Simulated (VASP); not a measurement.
All values below come from PBEsol GGA, VASP's PBE PAW potentials (set 64) (plane waves; VASP).

VASP input:

File POSCAR:
```
Ru
1
    1.3439916430    -2.3278619626     0.0000000000
    1.3439916430     2.3278619626     0.0000000000
    0.0000000000     0.0000000000     4.2556656116
Ru
2
Direct
  0.3333330000   0.6666670000   0.2500000000
  0.6666670000   0.3333330000   0.7500000000
```

File KPOINTS:
```
Automatic mesh
0
G
15 15 9
```

INCAR:
```
SYSTEM = Ru
PREC = Accurate
ENCUT = 500
EDIFF = 1E-6
NELM = 100
ALGO = Normal
LREAL = .FALSE.
LASPH = .TRUE.
ISMEAR = 1
SIGMA = 0.1
GGA = PS
LMAXMIX = 4
LWAVE = .FALSE.
LCHARG = .FALSE.
IBRION = 2
ISIF = 3
NSW = 40
EDIFFG = -0.02
PSTRESS = 50
```

POTCAR, in this order: Ru_pv (PBE.64 set). Program: vasp_std.

What VASP printed:

OSZICAR:
```
       N       E                     dE             d eps       ncg     rms          rms(c)
DAV:   1     0.276450192146E+03    0.27645E+03   -0.17842E+04  4876   0.169E+03
DAV:   2    -0.152237743120E+02   -0.29167E+03   -0.28616E+03  5126   0.487E+02
DAV:   3    -0.218498693719E+02   -0.66261E+01   -0.64385E+01  5176   0.783E+01
DAV:   4    -0.219361630718E+02   -0.86294E-01   -0.85288E-01  5854   0.712E+00
DAV:   5    -0.219372640995E+02   -0.11010E-02   -0.11010E-02  5304   0.799E-01    0.202E+01
DAV:   6    -0.204641458950E+02    0.14731E+01   -0.39484E+00  4916   0.207E+01    0.510E+00
DAV:   7    -0.203578171092E+02    0.10633E+00   -0.31342E-01  5002   0.525E+00    0.108E+00
DAV:   8    -0.203467744655E+02    0.11043E-01   -0.69522E-03  5042   0.992E-01    0.203E-01
DAV:   9    -0.203464685030E+02    0.30596E-03   -0.82539E-04  6052   0.326E-01    0.415E-02
DAV:  10    -0.203464888242E+02   -0.20321E-04   -0.21282E-05  5354   0.454E-02    0.580E-03
DAV:  11    -0.203464891846E+02   -0.36046E-06   -0.91665E-07  3198   0.886E-03
   1 F= -.19515471E+02 E0= -.19515063E+02  d E =-.195155E+02
       N       E                     dE             d eps       ncg     rms          rms(c)
DAV:   1    -0.218032505606E+02   -0.14568E+01   -0.34777E+01  4896   0.727E+01    0.142E+01
DAV:   2    -0.202760023181E+02    0.15272E+01   -0.43281E+00  4894   0.226E+01    0.188E+00
DAV:   3    -0.202187792905E+02    0.57223E-01   -0.28459E-01  4990   0.530E+00    0.173E+00
DAV:   4    -0.202307262726E+02   -0.11947E-01   -0.12565E-02  4948   0.958E-01    0.442E-01
DAV:   5    -0.202323037585E+02   -0.15775E-02   -0.16975E-03  5804   0.269E-01    0.782E-02
DAV:   6    -0.202322577149E+02    0.46044E-04   -0.72904E-05  5440   0.676E-02    0.865E-03
DAV:   7    -0.202322574655E+02    0.24943E-06   -0.52318E-06  5076   0.182E-02
   2 F= -.19450369E+02 E0= -.19449939E+02  d E =0.651021E-01
       N       E                     dE             d eps       ncg     rms          rms(c)
DAV:   1    -0.213154811520E+02   -0.10832E+01   -0.21637E+01  4892   0.591E+01    0.793E+00
DAV:   2    -0.203548015857E+02    0.96068E+00   -0.27753E+00  4888   0.178E+01    0.177E+00
DAV:   3    -0.203328002045E+02    0.22001E-01   -0.16193E-01  4988   0.395E+00    0.659E-01
DAV:   4    -0.203394997768E+02   -0.66996E-02   -0.56377E-03  4926   0.739E-01    0.233E-01
DAV:   5    -0.203410603615E+02   -0.15606E-02   -0.16522E-03  5426   0.289E-01    0.610E-02
DAV:   6    -0.203410601555E+02    0.20599E-06   -0.71277E-05  6224   0.707E-02    0.133E-02
DAV:   7    -0.203410558652E+02    0.42903E-05   -0.28215E-06  3892   0.125E-02    0.596E-03
DAV:   8    -0.203410553467E+02    0.51846E-06   -0.21147E-07  2562   0.386E-03
   3 F= -.19521256E+02 E0= -.19520841E+02  d E =-.578518E-02
```

### OUTCAR
```
------------------------ aborting loop because EDIFF is reached ----------------------------------------
  FORCE on cell =-STRESS in cart. coord.  units (eV):
  Direction    XX          YY          ZZ          XY          YZ          ZX
  --------------------------------------------------------------------------------------
  Total        0.7828401      0.7828402      0.8354463     -0.0000000      0.0000000      0.0000000
  in kB       47.7458273     47.7458335     50.9543047     -0.0000000      0.0000000      0.0000000
  external PRESSURE =      -1.1846782 kB  Pullay stress =      50.0000000 kB
  volume of cell :       26.27
      direct lattice vectors                 reciprocal lattice vectors
     1.337918937 -2.317343727  0.000000000     0.373714719 -0.215764280 -0.000000000
     1.337918937  2.317343727  0.000000000     0.373714719  0.215764280  0.000000000
     0.000000000 -0.000000000  4.236409933     0.000000000  0.000000000  0.236048922
 POSITION                                       TOTAL-FORCE (eV/Angst)
 -----------------------------------------------------------------------------------
      1.33792      0.77245      1.05910         0.000000      0.000000      0.000000
      1.33792     -0.77245      3.17731        -0.000000     -0.000000      0.000000
 -----------------------------------------------------------------------------------
    total drift:                               -0.000011      0.000492     -0.000045
  FREE ENERGIE OF THE ION-ELECTRON SYSTEM (eV)
  ---------------------------------------------------
  free  energy   TOTEN  =       -20.3410553467 eV

  energy  without entropy=      -20.3398119113  energy(sigma->0) =      -20.34064087
  enthalpy is  TOTEN    =       -19.5212558397 eV   P V=        0.8197995070

 reached required accuracy - stopping structural energy minimisation
```
(Selected blocks of OUTCAR.)

### CONTCAR
```
Ru
   1.00000000000000
     1.3379189372641791   -2.3173437270357895    0.0000000000000000
     1.3379189372641791    2.3173437270357895    0.0000000000000000
     0.0000000000000000   -0.0000000000000000    4.2364099334456515
  Ru
     2
Direct
     0.3333330000000032    0.6666669999999968    0.2500000000000000
     0.6666669999999968    0.3333330000000032    0.7500000000000000
```

The compound is Ru in the hcp structure. This run relaxes it under an external pressure of 5 GPa. Symmetry was kept, so distortions that lower it aren't found.
